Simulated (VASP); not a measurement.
Given:

```yaml
crystal:
  lattice:
    - [0.00000, 2.78619, 2.78619]
    - [2.78619, 0.00000, 2.78619]
    - [2.78619, 2.78619, 0.00000]
  atoms:
    - { symbol: Li, position: [0.00000, 0.00000, 0.00000] }
    - { symbol: Br, position: [0.50000, 0.50000, 0.50000] }
```

Computed with G0W0 on PBE orbitals, VASP's PBE PAW potentials (set 64) (plane waves; VASP). Settings: PREC = Normal, 500 eV cut-off, 4×4×4 Γ-centred mesh, Gaussian smearing of 0.010 eV, potentials Li_sv_GW Br_GW.

The mesh is coarse and the basis finite, so the quasiparticle values are not converged.

NBANDS = 160, ENCUTGW = 200 eV, NOMEGA = 64. The PBE levels (eV) that the step starts from are:

```
state                          KS energy  filling
-----------------------------  ---------  -------
k1 (0.00, 0.00, 0.00), band 2     -13.46        2
k1 (0.00, 0.00, 0.00), band 3      -0.15        2
k1 (0.00, 0.00, 0.00), band 4      -0.15        2
k1 (0.00, 0.00, 0.00), band 5      -0.15        2
k1 (0.00, 0.00, 0.00), band 6       4.60        0
k1 (0.00, 0.00, 0.00), band 7      10.31        0
k1 (0.00, 0.00, 0.00), band 8      10.31        0
k1 (0.00, 0.00, 0.00), band 9      10.31        0
k3 (0.50, 0.00, 0.00), band 2     -13.03        2
k3 (0.50, 0.00, 0.00), band 3      -2.87        2
k3 (0.50, 0.00, 0.00), band 4      -0.40        2
k3 (0.50, 0.00, 0.00), band 5      -0.40        2
k3 (0.50, 0.00, 0.00), band 6       5.44        0
k3 (0.50, 0.00, 0.00), band 7       7.93        0
k3 (0.50, 0.00, 0.00), band 8       7.93        0
k3 (0.50, 0.00, 0.00), band 9      11.22        0
k7 (0.50, 0.50, 0.00), band 2     -12.86        2
k7 (0.50, 0.50, 0.00), band 3      -2.86        2
k7 (0.50, 0.50, 0.00), band 4      -1.22        2
k7 (0.50, 0.50, 0.00), band 5      -1.22        2
k7 (0.50, 0.50, 0.00), band 6       6.02        0
k7 (0.50, 0.50, 0.00), band 7       7.02        0
k7 (0.50, 0.50, 0.00), band 8      11.15        0
k7 (0.50, 0.50, 0.00), band 9      12.02        0
```

### Question
Give the quasiparticle energies and renormalisation factors Z.

### Answer

```
state                          QP energy (eV)     Z
-----------------------------  --------------  ----
k1 (0.00, 0.00, 0.00), band 2          -15.07  0.74
k1 (0.00, 0.00, 0.00), band 3           -1.81  0.79
k1 (0.00, 0.00, 0.00), band 4           -1.81  0.79
k1 (0.00, 0.00, 0.00), band 5           -1.81  0.79
k1 (0.00, 0.00, 0.00), band 6            5.22  0.82
k1 (0.00, 0.00, 0.00), band 7           11.02  0.81
k1 (0.00, 0.00, 0.00), band 8           11.02  0.81
k1 (0.00, 0.00, 0.00), band 9           11.02  0.81
k3 (0.50, 0.00, 0.00), band 2          -14.61  0.76
k3 (0.50, 0.00, 0.00), band 3           -4.79  0.77
k3 (0.50, 0.00, 0.00), band 4           -2.09  0.79
k3 (0.50, 0.00, 0.00), band 5           -2.09  0.79
k3 (0.50, 0.00, 0.00), band 6            6.04  0.83
k3 (0.50, 0.00, 0.00), band 7            8.72  0.82
k3 (0.50, 0.00, 0.00), band 8            8.72  0.82
k3 (0.50, 0.00, 0.00), band 9           12.03  0.77
k7 (0.50, 0.50, 0.00), band 2          -14.42  0.77
k7 (0.50, 0.50, 0.00), band 3           -4.75  0.77
k7 (0.50, 0.50, 0.00), band 4           -2.99  0.78
k7 (0.50, 0.50, 0.00), band 5           -2.99  0.78
k7 (0.50, 0.50, 0.00), band 6            6.68  0.82
k7 (0.50, 0.50, 0.00), band 7            7.53  0.83
k7 (0.50, 0.50, 0.00), band 8           11.98  0.78
k7 (0.50, 0.50, 0.00), band 9           12.85  0.78
```
On the mesh the gap opens from 4.76 to 7.03 eV.

The compound is LiBr in the rock salt structure. This cell is one point of a volume scan, at 1.04 of the reference volume. The k-mesh is coarse (spacing up to 0.49 per Å, 2π included), so the numbers may not be converged in it.
